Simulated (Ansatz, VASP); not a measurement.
# Cross-check of Zn24Sb8HN24 (H transfer from N to N) between VASP and Ansatz, part 2 of 2

Aim: how closely do two programs agree when they are given the same cell, functional and k mesh? The cell is taken from a series of runs on this material, whose earlier steps may have relaxed, scaled, displaced or heated it; both programs get it as it stands.

VASP 6.6.1 and Ansatz 0.2.0.

So far: Set-up; Ansatz: single point, r2SCAN.

### 3. VASP: single point, r2SCAN

Level of this step: r2SCAN, spin-polarised from a ferromagnetic start; plane waves and PAW (Zn, Sb, N, H) (VASP).

The same cell, functional and mesh now go to VASP, with its own data sets.

Lines of VASP's logs that name or quote its potential files are left out, and so is its time.

INCAR

```
SYSTEM = Zn24Sb8HN24
PREC = Accurate
ENCUT = 580
EDIFF = 1E-06
NELM = 200
ISMEAR = 0
SIGMA = 0.01
LREAL = Auto
ALGO = Normal
METAGGA = R2SCAN
LASPH = .TRUE.
NBANDS = 264
ISPIN = 2
MAGMOM = 0 0 0 0 0 0 0 0.01 0 0 0 0 0 0 0 0 0 0 0 0 0 0 0 0 0 0.01 0 0 0 0.01 0 0.01 0.01 0.01 -0 0.01 0.01 0 0.01 0.01 0.01 0.01 0.01 0 0.01 0.01 0 0.03 0.02 0.01 0.03 0.01 0 0.01 0.01 0 0
LORBIT = 11
LWAVE = .FALSE.
LCHARG = .FALSE.
ISIF = 2
ISYM = 0
NUPDOWN = 1
GGA_COMPAT = .FALSE.
LMIXTAU = .TRUE.
NCORE = 2
```

POSCAR

```
Zn24Sb8HN24
1.0
    6.7597142595     -6.5343393903      0.0061254106
    6.7597142595      6.5343393903      0.0061254106
   -6.3963793386      0.0000000000      9.0406543823
Zn Sb N H
24 8 24 1
Direct
    0.1762411379      0.1771267058      0.4409562565
    0.3418352947      0.1197142820      0.2401574653
    0.1105045441      0.3309415433      0.2376172587
    0.1798847392      0.1804019905      0.9415527683
    0.3454714067      0.1256267463      0.7457127318
    0.1244406106      0.3427252105      0.7426988024
    0.1751885054      0.6790276840      0.4347796819
    0.3523151678      0.6718043258      0.2074839248
    0.1097793603      0.8519744300      0.2378635851
    0.1726842333      0.6790014835      0.9286327988
    0.3418679706      0.6262937936      0.7411487595
    0.1221394189      0.8444582168      0.7365782958
    0.6783375086      0.1769838502      0.4410544519
    0.8404616994      0.1198946516      0.2414066030
    0.6221434953      0.3414196821      0.2438811914
    0.6801351333      0.1805232785      0.9446251496
    0.8436808397      0.1281818584      0.7461238800
    0.6262920181      0.3473917306      0.7470544871
    0.6726963930      0.6731558490      0.4389061836
    0.8416653438      0.6202064747      0.2406491418
    0.6278868451      0.8457017174      0.2406975480
    0.6802265765      0.6826921929      0.9431162693
    0.8413750277      0.6246575247      0.7410770847
    0.6223833047      0.8447136440      0.7433309400
    0.4773415677      0.4648579521      0.5132676727
    0.4673880222      0.4697557472      0.9991414496
    0.4721522830      0.9788157904      0.5082517827
    0.4678434417      0.9694398907      0.0016609630
    0.9704954502      0.4736131494      0.5034355205
    0.9692039791      0.4715887462      0.0018557618
    0.9736445101      0.9716535775      0.5051150948
    0.9683939798      0.9673339191      0.9981085654
    0.0242541687      0.2923688839      0.3532539757
    0.2945309647      0.0291895173      0.3521620316
    0.1516602879      0.1510427625      0.0939659375
    0.0316109678      0.2976562735      0.8537416229
    0.2943189394      0.0297959366      0.8518339703
    0.1555612804      0.1530860024      0.5978438491
    0.0262340552      0.7948734608      0.3491177658
    0.2879258281      0.5149840093      0.3590320326
    0.1407122166      0.6630362706      0.0875461047
    0.0248643439      0.7959430321      0.8433902030
    0.2933733989      0.5301882462      0.8482002449
    0.1536358993      0.6529605498      0.5913536518
    0.5267924537      0.2941107195      0.3529604921
    0.7975360413      0.0302220559      0.3550463502
    0.6509857499      0.1522189893      0.0968100639
    0.5322256855      0.2958263431      0.8534781631
    0.7929454979      0.0308697269      0.8514798135
    0.6545877423      0.1587281832      0.5993008789
    0.5399015114      0.8067818379      0.3613283227
    0.7917594890      0.5281302058      0.3506288397
    0.6522702050      0.6522355464      0.0949898402
    0.5286647969      0.7955993156      0.8519947648
    0.7956405948      0.5336795827      0.8530968403
    0.6478604312      0.6520378721      0.5955518580
    0.3340594136      0.5089073022      0.2867988667
```

KPOINTS

```
Points of the shifted mesh
1
Reciprocal
 0.2500000000  0.2500000000  0.2500000000 1
```

Potentials, in the order of the species: Zn, Sb, N and H (PBE family, release 64).

The run is started by

```console
$ mpirun -np 8 vasp_std
```

Numbers of over 12 decimals in the logs are rounded to 6 here.

Output:

```text
[banner, memory and clock lines left out]
running    8 mpi-ranks, on    1 nodes
[...]
|                                                                             |
|               ----> ADVICE to this user running VASP <----                  |
|                                                                             |
|     You enforced a specific xc type in the INCAR file but a different       |
|     [... a line on the potential file left out ...]
|     I HOPE YOU KNOW WHAT YOU ARE DOING!                                     |
|                                                                             |

 LDA part: xc-table for (None), standard interpolation
 POSCAR, INCAR and KPOINTS ok, starting setup
[...]
entering main loop
       N       E                     dE             d eps       ncg     rms          rms(c)
DAV:   1     0.525050096347E+04    0.52505E+04   -0.20873E+05  1056   0.241E+03
DAV:   2     0.614815463697E+03   -0.46357E+04   -0.44668E+04  1056   0.641E+02
DAV:   3    -0.588821273953E+03   -0.12036E+04   -0.11199E+04  1120   0.260E+02
DAV:   4    -0.772790932892E+03   -0.18397E+03   -0.18014E+03  1176   0.101E+02
[...]
DAV:  23    -0.641267673442E+03   -0.72606E-05   -0.16825E-06   672   0.905E-03    0.390E-03
DAV:  24    -0.641267676179E+03   -0.27373E-05   -0.18601E-06   640   0.578E-03    0.215E-03
DAV:  25    -0.641267676250E+03   -0.70482E-07   -0.74661E-07   576   0.389E-03
   1 F= -.64126768E+03 E0= -.64126768E+03  d E =-.128829E-19  mag=     1.0000
```

OUTCAR, selected parts (step 3):

```text
  Total       14.2324532     17.6629310     16.5508998      0.4457488     -0.3240327     -1.5014901
  in kB       28.5333071     35.4107496     33.1813428      0.8936399     -0.6496227     -3.0101962
  external PRESSURE =      32.3751331 kB  Pullay stress =       0.0000000 kB

 POSITION                                       TOTAL-FORCE (eV/Angst)
 -----------------------------------------------------------------------------------
     -0.43186      0.00579      3.98870         0.035269     -0.014259      0.050890
      1.58381     -1.45141      2.17401         0.013923     -0.040930     -0.036362
      1.46416      1.44041      2.15092         0.035897      0.059559     -0.065742
     -3.58709      0.00338      8.51446         0.055917     -0.001965      0.079580
     -1.58537     -1.43654      6.74462         0.036117     -0.045624     -0.024556
     -1.59268      1.42635      6.71734         0.023158      0.039325     -0.025885
      2.99324      3.29226      3.93593         0.055635      0.032805      0.064650
      5.59561      2.08765      1.88206        -0.070688     -0.196831     -0.068445
      4.97972      4.84975      2.15633         0.020176      0.035608     -0.086960
     -0.18274      3.30845      8.40067         0.001724     -0.012458      0.091151
      1.80383      1.85853      6.70640         0.000300     -0.062894     -0.045985
      1.82249      4.71988      6.66507         0.017671      0.070768     -0.045028
      2.96058     -3.27601      3.99266         0.028976      0.001761      0.063687
      4.94761     -4.70843      2.18836         0.013382     -0.039210     -0.047022
[...]
-----------------------------------------------------------------------------------
    total drift:                                0.026076     -0.040697      0.026919

  FREE ENERGIE OF THE ION-ELECTRON SYSTEM (eV)
  ---------------------------------------------------
  free  energy   TOTEN  =      -641.2676762496 eV

  energy  without entropy=     -641.2676762496  energy(sigma->0) =     -641.26767625

 magnetization (x)
# of ion       s       p       d       tot
------------------------------------------
    1        0.004   0.001   0.001   0.007
    2        0.001   0.002   0.001   0.004
    3        0.002   0.002   0.001   0.004
    4        0.000   0.002   0.003   0.006
    5        0.001   0.005   0.001   0.007
    6        0.001   0.006   0.001   0.009
    7        0.004   0.002   0.000   0.007
    8        0.016   0.017   0.010   0.043
    9        0.012   0.008  -0.001   0.019
   10        0.000   0.004   0.002   0.006
   11        0.001   0.005   0.001   0.006
   12        0.000   0.004   0.001   0.005
   13        0.005   0.001   0.002   0.008
[...]
--------------------------------------------------
tot          0.187   0.275   0.056   0.518

[... 3 further parts left out ...]
[key lines of the parts left out:]
E-fermi :   3.4009
```

The run ends at a pressure of 3.24 GPa, with forces up to 0.49 eV/Å.

### 4. Side by side

Known differences besides the potentials themselves: VASP starts from the moments at which Ansatz ended; VASP keeps PBE cores, Ansatz makes them for the functional; fixed occupations in Ansatz, narrow Gaussian smearing in VASP; the data sets hold 529 valence electrons in Ansatz (on its default PAW (the set named soft_2) files) and 449 in VASP; the cutoff is 500 eV in Ansatz and 580 eV in VASP (PREC = Accurate, projectors in real space). Total energies have different zeros and are not compared.

Both answers:

| quantity | Ansatz | VASP | difference |
| --- | --- | --- | --- |
| total moment, fixed by the input (μB) | 1.00 | 1.00 | 0.00 |

Forces on 10 of the 57 atoms, those with the largest forces and the largest differences (eV/Å; atoms numbered as in POSCAR):

| atom | Ansatz x, y, z | VASP x, y, z |
| --- | --- | --- |
| Sb25 | 0.203, -0.020, -0.151 | 0.110, -0.008, -0.091 |
| Sb26 | 0.070, 0.043, -0.074 | -0.018, 0.047, -0.001 |
| Sb27 | 0.198, -0.039, -0.150 | 0.109, -0.045, -0.093 |
| Sb28 | 0.208, 0.009, -0.146 | 0.132, 0.012, -0.084 |
| Sb29 | 0.172, -0.006, -0.154 | 0.086, 0.002, -0.082 |
| Sb31 | 0.175, 0.010, -0.141 | 0.088, 0.002, -0.071 |
| N40 | 0.379, -0.266, -0.212 | 0.370, -0.251, -0.203 |
| N51 | 0.026, 0.167, 0.172 | 0.093, 0.170, 0.220 |
| N56 | -0.242, -0.010, -0.083 | -0.218, -0.004, -0.090 |
| H57 | -0.338, 0.153, 0.278 | -0.280, 0.125, 0.233 |

The forces differ by 31 meV/Å r.m.s., which is 33.1 % of the r.m.s. force of 0.094 eV/Å (both taken over all components).

### 5. Summary of results

| Item | Value |
| --- | --- |
| r.m.s. force difference (single point, r2SCAN) | 31 meV/Å |

In words: The r.m.s. force difference is 31 meV/Å (single point, r2SCAN), beyond the 12 meV/Å picked in this series as the mark of a large difference. The data sets hold unlike numbers of valence electrons (529 in Ansatz and 449 in VASP), so part of the differences comes from the potentials. What causes the difference of the single point, r2SCAN pair stays open here. Such differences can come from data sets, numerical settings and the points named under the comparisons, not from the functional's error against experiment.

[Lines on the potential files, build, host, timing and source positions are cut from VASP's logs without a mark.]

[Logs are printed without paths, hosts, clocks, repeated set-up lines and the standing remarks that a program may print on its own settings, such as how far it seeks lower states.]

[Hosts, paths, dates, database ids (printed as entryN), source tags and the programs' standing remarks are cut or masked in the printed files.]
